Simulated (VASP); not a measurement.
Consider the following.

```xyz
8
Lattice="-2.1856 2.1856 4.3312 2.1856 -2.1856 4.3312 2.1856 2.1856 -4.3312" Properties=species:S:1:pos:R:3 pbc="T T T"
Be    -2.1856     2.1856     4.3312
Zn     0.0000     0.0000     4.3312
Zn     2.1856     0.0000     2.1656
Zn     0.0000     2.1856     2.1656
O      1.2267     1.2267     3.3650
O      1.2267    -1.2267     5.2975
O      0.9589     0.9589    -0.9662
O      0.9589     3.4124     0.9662
```

All values below come from PBEsol GGA, VASP's PBE PAW potentials (set 64) (plane waves; VASP 6.6.1). Run with 520 eV cut-off, Gaussian smearing of 0.050 eV, potentials Be Zn O.

Give the energies of bands 20 to 33 at the high-symmetry points, in eV from the valence-band maximum.

| band | Γ | X | P | N | M | S | R |
|---|---|---|---|---|---|---|---|
| 20 | -4.15 | -4.12 | -3.97 | -4.03 | -3.52 | -3.78 | -4.00 |
| 21 | -3.19 | -4.05 | -3.97 | -3.78 | -3.35 | -3.69 | -3.96 |
| 22 | -3.11 | -3.66 | -3.90 | -3.38 | -3.11 | -3.32 | -3.61 |
| 23 | -3.11 | -3.10 | -3.59 | -2.97 | -2.39 | -2.86 | -2.96 |
| 24 | -3.08 | -2.29 | -1.72 | -2.70 | -2.39 | -2.34 | -2.31 |
| 25 | -2.48 | -2.14 | -1.72 | -2.13 | -1.92 | -2.03 | -2.17 |
| 26 | -2.27 | -1.46 | -1.53 | -1.91 | -1.72 | -1.91 | -1.75 |
| 27 | -2.14 | -1.07 | -1.20 | -1.68 | -1.65 | -1.81 | -1.11 |
| 28 | -2.14 | -0.85 | -0.88 | -1.25 | -1.34 | -1.41 | -0.93 |
| 29 | -0.14 | -0.74 | -0.88 | -1.16 | -1.34 | -1.33 | -0.90 |
| 30 | 0.00 | -0.52 | -0.74 | -0.79 | -0.83 | -0.94 | -0.55 |
| 31 | 0.00 | -0.25 | -0.25 | -0.37 | -0.83 | -0.24 | -0.40 |
| 32 | 1.55 | 5.29 | 5.38 | 4.97 | 4.40 | 5.05 | 5.27 |
| 33 | 5.42 | 6.09 | 6.40 | 5.02 | 4.68 | 5.27 | 5.77 |

The gap is direct, 1.55 eV, from the valence maximum at Γ to the conduction minimum at Γ.

The structure comes from a computed database's BeZn3O4 entry (I-42m); how it stands against other phases isn't given here. It was relaxed first.
